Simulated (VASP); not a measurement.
# TiSi2: structure and properties in VASP, part 6 of 6

What structure does TiSi2 take at this level, and what are its properties? The start is a computed cell from the Materials Project.

VASP 6.6.1; PBE with D3; plane waves and PAW (Ti_sv, Si).

So far. Step 14 (Volume scan with PBE + D3 (run 7)): The pressure falls from -5.65 to -8.02 GPa. The parabola predicted -7.98 GPa, +0.03 GPa off. Step 16 (Fit for PBE + D3): The fit over cells of fixed shape and fractional positions puts the volume +0.22 % from the relaxed one. At a finite cutoff and mesh the minimum of the energy and the zero of the stress don't quite coincide, and the relaxation stops at a threshold. The relaxed cell has a, b, c = 4.748, 8.163, 8.454 Å (conventional setting).

**17. Band structure (PBE + D3) with a changed input**

This step: PBE with D3; plane waves and PAW (Ti_sv, Si) (VASP 6.6.1).

The mesh alone shows little of the dispersion and can miss band extrema, so KPOINTS_OPT adds a path through the symmetry points after the self-consistent cycle. Some settings are moved from the usual, to see what they do.

INCAR reads:

```
SYSTEM = TiSi2
PREC = Single
ENCUT = 400
EDIFF = 1E-06
NELM = 100
ISMEAR = 0
SIGMA = 0.05
LREAL = .FALSE.
ALGO = Normal
GGA = PE
IVDW = 11
NBANDS = 22
LORBIT = 11
LWAVE = .FALSE.
LCHARG = .FALSE.
KPAR = 2
```

POSCAR reads:

```
TiSi2
1.0
    0.0000000000      4.0815558626      4.2271379843
    2.3741143990      0.0000000000      4.2271379843
    2.3741143990      4.0815558626      0.0000000000
Ti Si
2 4
Direct
    0.7500000000      0.7500000000      0.7500000000
    0.5000000000      0.5000000000      0.5000000000
    0.4137701645      0.0862298355      0.4137701645
    0.0862298355      0.4137701645      0.0862298355
    0.1637701645      0.8362298355      0.1637701645
    0.8362298355      0.1637701645      0.8362298355
```

KPOINTS reads:

```
Automatic mesh
0
Gamma
6 6 6
0 0 0
```

KPOINTS_OPT reads:

```
Line mode
16
Line-mode
Reciprocal
  0.00000000   0.00000000   0.00000000 GAMMA
  0.50000000   0.00000000   0.50000000 Y

  0.50000000   0.00000000   0.50000000 Y
  1.00000000   0.50000000   0.50000000 T

  1.00000000   0.50000000   0.50000000 T
  0.50000000   0.50000000   0.00000000 Z

  0.50000000   0.50000000   0.00000000 Z
  0.00000000   0.00000000   0.00000000 GAMMA

  0.00000000   0.00000000   0.00000000 GAMMA
  0.00000000   0.41344355   0.41344355 X

  0.00000000   0.41344355   0.41344355 X
  0.50000000   0.24427415   0.74427415 A1

  0.50000000   0.24427415   0.74427415 A1
  0.50000000   0.00000000   0.50000000 Y

  1.00000000   0.50000000   0.50000000 T
  1.00000000   0.58655645   0.58655645 X1

  0.00000000   0.41344355   0.41344355 X
  0.50000000   0.75572585   0.25572585 A

  0.50000000   0.75572585   0.25572585 A
  0.50000000   0.50000000   0.00000000 Z

  0.50000000   0.50000000   0.50000000 L
  0.00000000   0.00000000   0.00000000 GAMMA
```

The projector-augmented-wave data sets are Ti_sv and Si (PBE family, release 64).

The run is started by

```
> mpirun -np 2 vasp_std
```

The program printed:

```text
[... set-up lines as in an earlier step ...]
 entering main loop
       N       E                     dE             d eps       ncg     rms          rms(c)
DAV:   1     0.353971532380E+03    0.35397E+03   -0.16898E+04  2024   0.162E+03
DAV:   2     0.765231149203E+01   -0.34632E+03   -0.34492E+03  2050   0.483E+02
DAV:   3    -0.406161713391E+02   -0.48268E+02   -0.47537E+02  3666   0.142E+02
DAV:   4    -0.439528420525E+02   -0.33367E+01   -0.33322E+01  2662   0.361E+01
DAV:   5    -0.441551446861E+02   -0.20230E+00   -0.20041E+00  3166   0.802E+00    0.192E+01
DAV:   6    -0.412514370322E+02    0.29037E+01   -0.42383E+01  2744   0.525E+01    0.686E+00
DAV:   7    -0.407214125898E+02    0.53002E+00   -0.74844E+00  2604   0.214E+01    0.498E+00
DAV:   8    -0.406643937205E+02    0.57019E-01   -0.58504E-01  2598   0.682E+00    0.794E-01
DAV:   9    -0.406612312645E+02    0.31625E-02   -0.77086E-02  2666   0.264E+00    0.471E-01
DAV:  10    -0.406620546397E+02   -0.82338E-03   -0.42998E-03  2670   0.628E-01    0.155E-01
DAV:  11    -0.406620191799E+02    0.35460E-04   -0.20494E-03  3070   0.390E-01    0.984E-02
DAV:  12    -0.406620112581E+02    0.79217E-05   -0.52148E-04  2738   0.198E-01    0.142E-02
DAV:  13    -0.406620075862E+02    0.36720E-05   -0.26042E-05  2666   0.520E-02    0.956E-03
DAV:  14    -0.406620070917E+02    0.49448E-06   -0.98245E-07  1702   0.110E-02
   1 F= -.42804235E+02 E0= -.42802971E+02  d E =-.252801E-02
 Start KPOINTS_OPT (optional k-point list driver)
k-point batch [1-46\176]
       N       E                     dE             ncg
DAV:   1     0.432394475690E+04   -0.31512E+05     2024
DAV:   2    -0.114260095826E+05   -0.15750E+05     2024
DAV:   3    -0.136427867527E+05   -0.22168E+04     3772
DAV:   4    -0.138070648111E+05   -0.16428E+03     2608
DAV:   5    -0.138178860291E+05   -0.10821E+02     3136
DAV:   6    -0.138179945462E+05   -0.10852E+00     2626
DAV:   7    -0.138179988816E+05   -0.43354E-02     3058
DAV:   8    -0.138179989341E+05   -0.52532E-04     2586
DAV:   9    -0.138179989356E+05   -0.14836E-05     1736
DAV:  10    -0.138179989360E+05   -0.39267E-06     1390
[...]
k-point batch [139-176\176]
       N       E                     dE             ncg
DAV:   1     0.121700929713E+05   -0.25801E+05     1672
DAV:   2    -0.885100391069E+03   -0.13055E+05     1672
DAV:   3    -0.275549138546E+04   -0.18704E+04     3104
DAV:   4    -0.288802544063E+04   -0.13253E+03     2216
DAV:   5    -0.289702359955E+04   -0.89982E+01     2610
DAV:   6    -0.289711993502E+04   -0.96335E-01     2200
DAV:   7    -0.289712335420E+04   -0.34192E-02     2598
DAV:   8    -0.289712341841E+04   -0.64208E-04     2220
DAV:   9    -0.289712342110E+04   -0.26956E-05     1494
DAV:  10    -0.289712342147E+04   -0.36912E-06     1448
```

Wall time 1.8 min (2 MPI ranks of Intel Xeon Platinum 8488C (Sapphire Rapids), shared host); peak memory 0.4 GiB; 3.5 min of CPU time.

OUTCAR, selected parts (step 17):

```text
   k-points           NKPTS =     46   k-points in BZ     NKDIM =     46   number of bands    NBANDS=     22

   NELECT =      40.0000    total number of electrons

 E-fermi :  10.5489

 k-point     1 :       0.0000    0.0000    0.0000
  band No.  band energies     occupation
    ...
     17       8.1723      2.00000
     18       8.4201      2.00000
     19       8.6908      2.00000
     20       9.0771      2.00000
     21       9.5318      2.00000
     22      12.6051      0.00000

 Edisp (eV)   -2.14223

  Total       0.00253     0.00573     0.00534     0.00000     0.00000     0.00000
  in kB       0.04948     0.11201     0.10445     0.00000     0.00000     0.00000
  external pressure =        0.09 kB  Pullay stress =        0.00 kB

 POSITION                                       TOTAL-FORCE (eV/Angst)
 -----------------------------------------------------------------------------------
      3.56117      6.12233      6.34071         0.000000      0.000000     -0.000000
      2.37411      4.08156      4.22714        -0.000000     -0.000000      0.000000
      1.18706      3.37765      2.11357        -0.000000      0.000516      0.000000
      1.18706      0.70390      2.11357        -0.000000     -0.000516      0.000000
      2.37411      1.33687      4.22714         0.000000      0.000516     -0.000000
      2.37411      6.82624      4.22714         0.000000     -0.000516     -0.000000
 -----------------------------------------------------------------------------------
    total drift:                                0.000000     -0.000000      0.000000

  FREE ENERGIE OF THE ION-ELECTRON SYSTEM (eV)
  ---------------------------------------------------
  free  energy   TOTEN  =       -42.8042348998 eV

  energy  without entropy=      -42.8017068885  energy(sigma->0) =      -42.80297089

[... 8 parts as in an earlier step ...]

[... 8 further parts left out ...]
```

The run converged, and its energy and pressure stay near those of the sound run.

Against the sound run on this cell (bands along the symmetry lines (PBE + D3)) the energy at zero smearing moves by -0.0 meV an atom and the pressure by +0.01 GPa.

Settings moved from the usual: PREC = Single and NBANDS = 22.

PREC = Single changes the FFT grids.

**18. What came out**

| Quantity | Value |
| --- | --- |
| relaxed volume | 13.65 Å³/atom |
| relaxed conventional cell a, b, c | 4.748, 8.163, 8.454 Å |
| space group after relaxing, within 0.02 Å | Fddd (No. 70) |
| band gap | none, a metal |
| DOS at the Fermi level | 2.27 states/eV/cell |
| largest field gradient Vzz | -34.02 V/Å² on Si3 |
| bulk modulus from the fit | 156 GPa |
| volume from the fit | 13.7 Å³/atom |

In words: With PBE + D3, TiSi2 relaxes to 13.65 Å³/atom in space group Fddd (held by the symmetry of the run), comes out as a metal and has a bulk modulus of 156 GPa at fixed shape and positions, an upper bound. Bands along the symmetry lines (PBE + D3): Of the bands kept, 4 cross the Fermi level on this path. The k-sampling is coarse for a metal, so the Fermi level, pressures and the shape of the cell carry errors. No search among competing phases was made, and a listed structure need not be the one stable at ambient conditions. All values are for a static lattice at zero temperature.

[Lines on the potential files, build, host, timing and source positions are cut from VASP's logs without a mark.]

[Logs are printed without paths, hosts, clocks, repeated set-up lines and the standing remarks that a program may print on its own settings, such as how far it seeks lower states.]

[Hosts, paths, dates, database ids (printed as entryN), source tags and the programs' standing remarks are cut or masked in the printed files.]

[A measured line is paired with the nearest computed mode of its activity, which favours agreement.]

[In band tables of VASP the shares of atoms and orbitals are scaled to a sum of 1 inside the atoms' spheres.]
